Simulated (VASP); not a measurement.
# GaP (F-43m) in VASP: a series of runs

One crystal, GaP, is run at these levels: PBE; tasks: G0W0 quasiparticle levels, band structure.

Program: VASP 6.6.1. These are calculated values, not measurements. Logs are shortened: lines on timing, memory, paths and dates and some standing lists are left out, and cuts for length are marked.

**Experimental background.**

From “Stacking defects in GaP nanowires: Electronic structure and optical properties”, 2018, arxiv:1810.01194, for a bulk crystal of GaP at 10 K: band gap 2.34 eV (indirect).

How close the calculation comes is told below.

**1. Starting point**

It takes space group F-43m (No. 216, cubic). Conventional cell: a = 5.506 Å, b = 5.506 Å, c = 5.506 Å, α = 90.00°, β = 90.00°, γ = 90.00°. Ga (site symmetry -43m) is surrounded by 4 P at 2.38 Å. Around P (site symmetry -43m) lie 4 Ga at 2.38 Å.

**2. G0W0 quasiparticle levels, PBE**

POSCAR reads:

```
GaP                                     
1.0
    0.0000000000      2.7528365045      2.7528365045
    2.7528365045      0.0000000000      2.7528365045
    2.7528365045      2.7528365045      0.0000000000
  Ga              P             
     1     1
Direct
     0.0000000000000000    0.0000000000000000    0.0000000000000000
     0.2500000000000000    0.2500000000000000    0.2500000000000000
```

INCAR.step1 reads:

```
SYSTEM = GaP
PREC     = Accurate       ! precision mode
ENCUT    = 420            ! plane-wave cutoff, eV
EDIFF    = 1E-8           ! SCF threshold, eV
ISMEAR   = 0              ! smearing method
SIGMA    = 0.01           ! smearing width, eV
LREAL    = .FALSE.        ! projectors in reciprocal space
LASPH    = .TRUE.         ! aspherical terms in the spheres
NELM     = 60             ! most SCF steps
ALGO     = Normal         ! electronic algorithm
LWAVE    = .TRUE.         ! write WAVECAR
LCHARG   = .FALSE.        ! write CHGCAR
GGA      = PE             ! functional
KPAR     = 4
```

INCAR.step2 reads:

```
SYSTEM = GaP
PREC     = Accurate       ! precision mode
ENCUT    = 420            ! plane-wave cutoff, eV
EDIFF    = 1E-8           ! SCF threshold, eV
ISMEAR   = 0              ! smearing method
SIGMA    = 0.01           ! smearing width, eV
LREAL    = .FALSE.        ! projectors in reciprocal space
LASPH    = .TRUE.         ! aspherical terms in the spheres
NELM     = 1              ! most SCF steps
ALGO     = Exact          ! electronic algorithm
LWAVE    = .TRUE.         ! write WAVECAR
LCHARG   = .FALSE.        ! write CHGCAR
GGA      = PE             ! functional
KPAR     = 4            
NBANDS   = 149            ! bands
LOPTICS  = .TRUE.         ! frequency-dependent dielectric function
ISTART   = 1
```

INCAR.step3 reads:

```
SYSTEM = GaP
PREC     = Accurate       ! precision mode
ENCUT    = 420            ! plane-wave cutoff, eV
EDIFF    = 1E-8           ! SCF threshold, eV
ISMEAR   = 0              ! smearing method
SIGMA    = 0.01           ! smearing width, eV
LREAL    = .FALSE.        ! projectors in reciprocal space
LASPH    = .TRUE.         ! aspherical terms in the spheres
ALGO     = EVGW0          ! electronic algorithm
LWAVE    = .FALSE.        ! write WAVECAR
LCHARG   = .FALSE.        ! write CHGCAR
GGA      = PE             ! functional
KPAR     = 4            
NELMGW   = 1            
NBANDS   = 149            ! bands
ENCUTGW  = 140            ! cutoff of the response function
NOMEGA   = 60             ! frequency points
PRECFOCK = Fast         
ISTART   = 1            
NBANDSGW = 17
```

KPOINTS reads:

```
regular mesh
0
G
  6 6 6
  0 0 0
```

Potentials or basis: VASP PAW PBE potentials, release 64 (Ga_d_GW, P_GW).

On the command line:

```bash
$ cat potpaw_PBE.64/Ga_d_GW/POTCAR potpaw_PBE.64/P_GW/POTCAR > POTCAR
$ cp INCAR.step1 INCAR
$ mpirun -np 4 vasp_std > vasp.out
$ cp INCAR.step2 INCAR
$ mpirun -np 4 vasp_std > vasp.out
$ cp INCAR.step3 INCAR
$ mpirun -np 4 vasp_std > vasp.out
```

OUTCAR:

```text
SYSTEM = GaP
   PREC = Accurate
   ENCUT = 420
   EDIFF = 1E-8
   ISMEAR = 0
   LREAL = .FALSE.
   LASPH = .TRUE.
   GGA = PE
   NELMGW = 1
   ENCUTGW = 140
   PRECFOCK = Fast
   ISTART = 1

 ion  position               nearest neighbor table
   1  0.000  0.000  0.000-   2 2.38   2 2.38   2 2.38   2 2.38
   2  0.250  0.250  0.250-   1 2.38   1 2.38   1 2.38   1 2.38

  LATTYP: Found a face centered cubic cell.
 ALAT       =     5.5056730090

  Lattice vectors:

 A1 = (   0.0000000000,   2.7528365045,   2.7528365045)
 A2 = (   2.7528365045,   0.0000000000,   2.7528365045)
 A3 = (   2.7528365045,   2.7528365045,   0.0000000000)

Analysis of symmetry for initial positions (statically):
=====================================================================
 Subroutine PRICEL returns:
 Original cell was already a primitive cell.

 Routine SETGRP: Setting up the symmetry group for a
 face centered cubic supercell.

 Subroutine GETGRP returns: Found 24 space group operations
 (whereof 24 operations were pure point group operations)
 out of a pool of 48 trial point group operations.

The static configuration has the point symmetry T_d .

Analysis of symmetry for dynamics (positions and initial velocities):
=====================================================================
 Subroutine PRICEL returns:
 Original cell was already a primitive cell.

 Routine SETGRP: Setting up the symmetry group for a
 face centered cubic supercell.

 Subroutine GETGRP returns: Found 24 space group operations
 (whereof 24 operations were pure point group operations)
 out of a pool of 48 trial point group operations.

The dynamic configuration has the point symmetry T_d .

 Subroutine INISYM returns: Found 24 space group operations
 (whereof 24 operations are pure point group operations),
 and found     1 'primitive' translations

----------------------------------------------------------------------------------------

                                     Primitive cell

  volume of cell :      41.7226

  direct lattice vectors                    reciprocal lattice vectors
[... 45 lines left out ...]
  0.166667  0.000000  0.000000      8.000000
  0.333333  0.000000  0.000000      8.000000
  0.500000  0.000000  0.000000      4.000000
  0.166667  0.166667  0.000000      6.000000
  0.333333  0.166667  0.000000     24.000000
[... 8 lines left out ...]
 -0.333333  0.333333  0.166667     24.000000
 -0.333333  0.500000  0.166667     12.000000
   k-points           NKPTS =     16   k-points in BZ     NKDIM =    216   number of bands    NBANDS=    149
   number of dos      NEDOS =    301   number of ions     NIONS =      2
   total plane-waves  NPLWV =  21952
   dimension x,y,z NGX =    28 NGY =   28 NGZ =   28
   dimension x,y,z NGXF=    56 NGYF=   56 NGZF=   56
   ions per type =               1   1
   NGX,Y,Z   is equivalent  to a cutoff of  11.96, 11.96, 11.96 a.u.
   NGXF,Y,Z  is equivalent  to a cutoff of  23.91, 23.91, 23.91 a.u.
 SYSTEM =  GaP
   PREC   = accura    normal or accurate (medium, high low for compatibility)
   ISTART =      1    job   : 0-new  1-cont  2-samecut
   ICHARG =      0    charge: 1-file 2-atom 10-const
   ISPIN  =      1    spin polarized calculation?
   LNONCOLLINEAR =      F non collinear calculations
   LSORBIT =      F    spin-orbit coupling
   LASPH  =      T    aspherical Exc in radial PAW
   ENCUT  =  420.0 eV  30.87 Ry    5.56 a.u.   6.51  6.51  6.51*2*pi/ulx,y,z
   NELM   =     60;   NELMIN=  2; NELMDL=  0     # of ELM steps
   EDIFF  = 0.1E-07   stopping-criterion for ELM
   LREAL  =      F    real-space projection
   EDIFFG = 0.1E-06   stopping-criterion for IOM
   NSW    =      0    number of steps for IOM
   IBRION =     -1    ionic relax: 0-MD 1-quasi-New 2-CG
   NFREE  =      0    steps in history (QN), initial steepest desc. (CG)
   ISIF   =      0    stress and relaxation
   ISYM   =      3    0-nonsym 1-usesym 2-fastsym
   POTIM  = 0.5000    time-step for ionic-motion
   TEBEG  =    0.0;   TEEND  =   0.0 temperature during run
   PSTRESS=    0.0 pullay stress
   NELECT =      18.0000    total number of electrons
   NUPDOWN=      -1.0000    fix difference up-down
   EMIN   =  10.00;   EMAX   =-10.00  energy-range for DOS
   EFERMI =   0.00;   METHOD = LEGACY
   ISMEAR =     0;   SIGMA  =   0.01  broadening in eV -4-tet -1-fermi 0-gaus
   EFERMI_NEDOS =   21; number of points for ismear=-14 and -15
   IALGO  =     38    algorithm
   IMIX   =      4    mixing-type and parameters
     AMIX     =   0.40;   BMIX     =  1.00
     AMIX_MAG =   1.60;   BMIX_MAG =  1.00
  volume/ion in A,a.u.               =      20.86       140.78
  Fermi-wavevector in a.u.,A,eV,Ry     =   1.237016  2.337621 20.819745  1.530208
  Thomas-Fermi vector in A             =   2.371600
   LORBIT       =      0    0 simple, 1 ext, 2 COOP (PROOUT), +10 PAW based schemes
   GGA     = PE    functional components
   LHFCALC =     T    Hartree Fock is set to
   PRECFOCK=fast      Normal, Fast or Accurate (Low or Medium for compatibility)
   ENCUT4O =  -1.0   cutoff for four orbital integrals eV
   NKREDX  =     1    reduce k-point grid by
   NKREDY  =     1    reduce k-point grid by
   NKREDZ  =     1    reduce k-point grid by
   AEXX    =    1.0000 exact exchange contribution
   HFSCREEN=    0.0000 screening length (either q_TF or 0.3 A-1)
   HFSCREENC=   0.0000 screening length for correlation (either q_TF or 0.3 A-1)
   ENCUTFOCK=  -1.0 apply spherical cutoff to Coloumb kernel
   IVDW    =     0    specifies the selected vdW correction
   LEPSILON=     F    determine dielectric tensor
   LRPA    =     F    only Hartree local field effects (RPA)
   LRPAFORCE           =     F    calculate RPA forces
   ENCUTGW             = 140.0    cutoff for response function in eV
   ENCUTGWSOFT         = 112.0    soft cutoff for Coulomb kernel in GW response function in eV
   ENCUTLF             =  -1.0    cutoff for local field effects
   NELMGW              =     1    number of iterations in solving QP/BSE equation
   NELMHF              =     1    number of iterations in the inner HF iteration
   NKREDLFX            =     1    NKREDLFY  =   1   NKREDLFZ  =   1
 non-spin polarized calculation
 Gauss-broadening in eV      SIGMA  =   0.01
  energy-cutoff  :      420.00
  volume of cell :       41.72
 maximum number of plane-waves:       869
 NGX is ok and might be reduce to    28
  NGX = 16; NGY = 16; NGZ = 16
   NGX = 13   NGY = 13   NGZ = 13
 maximum number of plane-waves:       169

 QP shifts <psi_nk| G(iteration)W_0 |psi_nk>: iteration 1
 for sc-GW calculations column KS-energies equals QP-energies in previous step
 and V_xc(KS)=  KS-energies - (<T + V_ion + V_H > + <T+V_H+V_ion>^1  + <V_x>^1)

 k-point   1 :       0.0000    0.0000    0.0000
  band No.  KS-energies  QP-energies   sigma(KS)   V_xc(KS)     V^pw_x(r,r')   Z            occupation Imag(sigma)

      1     -10.4376     -12.8207     -25.2066     -21.6930     -35.0168       0.6783       2.0000       0.1922
      2     -10.4376     -12.8207     -25.2066     -21.6930     -35.0168       0.6783       2.0000       0.1922
      3     -10.4376     -12.8207     -25.2066     -21.6930     -35.0168       0.6783       2.0000       0.1922
      4     -10.3475     -12.7655     -25.3614     -21.8081     -35.1454       0.6805       2.0000       0.1572
      5     -10.3475     -12.7655     -25.3614     -21.8081     -35.1454       0.6805       2.0000       0.1572
      6      -8.1995      -8.6334     -12.0050     -11.3179     -18.5772       0.6316       2.0000       0.9571
[... 311 lines left out ...]
      3     -10.3828     -12.7914     -25.3086     -21.7805     -35.1254       0.6827       2.0000       0.1838
      4     -10.3652     -12.7729     -25.3150     -21.7717     -35.1002       0.6795       2.0000       0.1627
      5     -10.3352     -12.7646     -25.3769     -21.8272     -35.1724       0.6844       2.0000       0.1552
      6      -5.3135      -5.8199     -13.4605     -12.7172     -19.1407       0.6813       2.0000       0.6690
[... 9 lines left out ...]
     16      17.4050      17.6457     -10.6474     -10.9775      -3.9715       0.7293       0.0000      -0.6331
     17      17.6176      17.6777     -10.2384     -10.3198      -3.8199       0.7391       0.0000      -0.6360
```

It took 2.4 min on 4 MPI ranks of Intel Xeon 6975P-C (Granite Rapids), shared host; peak memory 0.79 GiB.

What came out:

```yaml
Band_gap_on_the_k_mesh_mean-field_level: 1.57 eV, direct
Quasiparticle_gap: 2.20 eV
Least_direct_quasiparticle_gap: 2.46 eV
```

Caveat: bands, screening cutoff and mesh are small and nothing is extrapolated, so the quasiparticle values aren't converged.

(Continued in part 2 of 2.)
